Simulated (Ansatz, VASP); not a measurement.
One calculation of Al4Ag, two programs

The input INCAR:

```
PREC = Accurate ; ENCUT = 600
EDIFF = 1E-6 ; ISMEAR = 0
SIGMA = 0.1 ; LREAL = False
LASPH = True ; NELM = 100
ALGO = Normal ; ISIF = 3
LWAVE = False ; LCHARG = False
GGA = PE ; IBRION = 2
NSW = 100 ; EDIFFG = -0.01
```

File KPOINTS:

```
regular mesh
0
Gamma
  10 10 10
```

File POSCAR:

```
Al4Ag
1.0
   -2.9785312649      2.9785312649      2.9785312649
    2.9785312649     -2.9785312649      2.9785312649
    2.9785312649      2.9785312649     -2.9785312649
Al Ag
4 1
Direct
    0.0000000000      0.0000000000      0.5000000000
    0.5000000000      0.0000000000      0.0000000000
    0.5000000000      0.5000000000      0.5000000000
    0.0000000000      0.5000000000      0.0000000000
    0.0000000000      0.0000000000      0.0000000000
```

Input for Ansatz:

```yaml
crystal:
  lattice:
    - [-2.9785312649, 2.9785312649, 2.9785312649]
    - [2.9785312649, -2.9785312649, 2.9785312649]
    - [2.9785312649, 2.9785312649, -2.9785312649]
  atoms:
    - { symbol: Al, position: [0.0, 0.0, 0.5] }
    - { symbol: Al, position: [0.5, 0.0, 0.0] }
    - { symbol: Al, position: [0.5, 0.5, 0.5] }
    - { symbol: Al, position: [0.0, 0.5, 0.0] }
    - { symbol: Ag, position: [0.0, 0.0, 0.0] }
basis:
  ecutwfc: 420
kpoints:
  mp_grid: { grid: [10, 10, 10] }
hamiltonian:
  xc: pbe
scf:
  occupations: { method: gaussian, width: 0.1 }
output:
  forces: true
  stress: true
  eigenvalues: true
  write_density: true
  write_potential: true
  elf: true
  volumetric_format: npy
relax:
  adjacent_minimum: "off"
  f_tol: 0.01
  max_steps: 80
  cell: { stress_tol: 0.05 }
```

Change from the starting cell: species swapped into the NiHg4 type (Im-3m, No. 229).

Alike in both runs: task relaxation of cell and atoms; functional PBE; k mesh 10 × 10 × 10; occupations gaussian, width 0.1 eV; no spin polarisation.

```csv
,VASP,Ansatz
version,VASP 6.6.1,Ansatz 0.2.0
potentials or method,"VASP PAW PBE potentials, release 64 (Al, Ag)","scalar-relativistic, plane waves, PAW"
plane-wave cutoff (eV),600,420
valence electrons in the cell,23,31
```

Ansatz gave:

| Quantity | Value |
| --- | --- |
| gap on the k mesh at the Fermi level, each at its own relaxed structure (eV) | none |
| relaxed volume (Å³/atom) | 20.90 |
| relaxed cell length with the largest relative difference (Å) | 5.140 |

Problem. Which values does VASP return?

Solution. gap on the k mesh at the Fermi level, each at its own relaxed structure (eV): none; relaxed volume (Å³/atom): 20.88; relaxed cell length with the largest relative difference (Å): 5.138.

A gap of «none» marks a metal or a gap that the smearing closes. The two sets of potentials don't hold the same shells in valence.

Caveats: the bands computed are all filled at some k points, so no gap is given.
